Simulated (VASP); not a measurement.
Output of a VASP run:

OSZICAR:
```
       N       E                     dE             d eps       ncg     rms          rms(c)
DAV:   1     0.108353230615E+03    0.10835E+03   -0.11804E+04  1680   0.203E+03
DAV:   2    -0.646327677650E+02   -0.17299E+03   -0.16872E+03  1785   0.435E+02
DAV:   3    -0.731313671025E+02   -0.84986E+01   -0.84689E+01  2037   0.998E+01
DAV:   4    -0.732926885469E+02   -0.16132E+00   -0.16128E+00  2046   0.133E+01
DAV:   5    -0.733007048367E+02   -0.80163E-02   -0.80162E-02  2541   0.263E+00    0.779E+00
DAV:   6    -0.670779690690E+02    0.62227E+01   -0.68587E+00  1785   0.387E+01    0.349E+00
DAV:   7    -0.671690728914E+02   -0.91104E-01   -0.41177E-01  1820   0.818E+00    0.269E+00
DAV:   8    -0.671479423480E+02    0.21131E-01   -0.68457E-01  1981   0.836E+00    0.254E+00
DAV:   9    -0.671587031600E+02   -0.10761E-01   -0.24867E-01  1834   0.607E+00    0.161E+00
DAV:  10    -0.671770872363E+02   -0.18384E-01   -0.11421E-01  1834   0.317E+00    0.773E-01
DAV:  11    -0.671655878355E+02    0.11499E-01   -0.35477E-02  2031   0.221E+00    0.431E-01
DAV:  12    -0.671673041397E+02   -0.17163E-02   -0.36152E-03  1932   0.547E-01    0.313E-01
DAV:  13    -0.671675258445E+02   -0.22170E-03   -0.33083E-03  1925   0.625E-01    0.106E-01
DAV:  14    -0.671690091155E+02   -0.14833E-02   -0.11509E-03  1883   0.332E-01    0.741E-02
DAV:  15    -0.671689951574E+02    0.13958E-04   -0.74222E-05  2206   0.836E-02    0.319E-02
DAV:  16    -0.671691283231E+02   -0.13317E-03   -0.18934E-05  2267   0.475E-02    0.184E-02
DAV:  17    -0.671691063969E+02    0.21926E-04   -0.32392E-06  2114   0.180E-02    0.522E-03
DAV:  18    -0.671691153910E+02   -0.89941E-05   -0.11393E-06  1806   0.128E-02    0.675E-04
DAV:  19    -0.671691163040E+02   -0.91299E-06   -0.10008E-07  1484   0.377E-03    0.679E-04
DAV:  20    -0.671691154686E+02    0.83540E-06   -0.18597E-08   994   0.156E-03    0.613E-04
DAV:  21    -0.671691158740E+02   -0.40538E-06   -0.20512E-08   973   0.175E-03    0.200E-04
DAV:  22    -0.671691162464E+02   -0.37240E-06   -0.31621E-09   931   0.857E-04    0.153E-04
DAV:  23    -0.671691162889E+02   -0.42573E-07   -0.70065E-10   910   0.303E-04
   1 F= -.67169116E+02 E0= -.67168680E+02  d E =-.130746E-02
```

File OUTCAR:
```
------------------------ aborting loop because EDIFF is reached ----------------------------------------
  FORCE on cell =-STRESS in cart. coord.  units (eV):
  Direction    XX          YY          ZZ          XY          YZ          ZX
  --------------------------------------------------------------------------------------
  Total       -0.8635018     -0.8635018     -0.8635018      0.0000000     -0.0000000      0.0000000
  in kB      -38.8660449    -38.8660449    -38.8660449      0.0000000     -0.0000000      0.0000000
  external PRESSURE =     -38.8660449 kB  Pullay stress =       0.0000000 kB
  volume of cell :       35.60
      direct lattice vectors                 reciprocal lattice vectors
     3.289534832  0.000000000  0.000000000     0.303994349  0.000000000  0.000000000
     0.000000000  3.289534832  0.000000000     0.000000000  0.303994349  0.000000000
     0.000000000  0.000000000  3.289534832     0.000000000  0.000000000  0.303994349
 POSITION                                       TOTAL-FORCE (eV/Angst)
 -----------------------------------------------------------------------------------
      1.64477      1.64477      1.64477         0.000000      0.000000      0.000000
      0.00000      0.00000      0.00000         0.000000      0.000000      0.000000
 -----------------------------------------------------------------------------------
    total drift:                                0.000000      0.000000     -0.000000
  FREE ENERGIE OF THE ION-ELECTRON SYSTEM (eV)
  ---------------------------------------------------
  free  energy   TOTEN  =       -67.1691162889 eV

  energy  without entropy=      -67.1678088277  energy(sigma->0) =      -67.16868047
```
(Selected blocks of OUTCAR.)

### POSCAR
```
PdIn
1
    3.2895348315     0.0000000000     0.0000000000
    0.0000000000     3.2895348315     0.0000000000
    0.0000000000     0.0000000000     3.2895348315
In Pd
1 1
Direct
  0.5000000000   0.5000000000   0.5000000000
  0.0000000000   0.0000000000   0.0000000000
```

Task: Reconstruct the remaining input files.

Result: Several could match; the one computed here: the input of the run itself, SCAN meta-GGA, plane waves, VASP's PBE PAW potentials (set 64).

### KPOINTS
```
Regular mesh
0
G
11 11 11
```

**INCAR**
```
# general
SYSTEM  = PdIn
PREC    = Accurate
ENCUT   = 520
LREAL   = .FALSE.
LASPH   = .TRUE.

# electronic loop
EDIFF   = 1E-7
NELM    = 100
ALGO    = Normal
LMAXMIX = 4
LMIXTAU = .TRUE.

# smearing
ISMEAR  = 1
SIGMA   = 0.1

# functional
METAGGA = SCAN

# ions
ISIF    = 2

# output
LWAVE   = .FALSE.
LCHARG  = .FALSE.
```

POTCAR, in this order: In_d Pd (PBE.64 set). Program: vasp_std.

The compound is PdIn in the CsCl type structure. This cell is one point of a volume scan, at 1.03 of the reference volume. The electron count is odd and the run is not spin-polarised, which forces a metal.
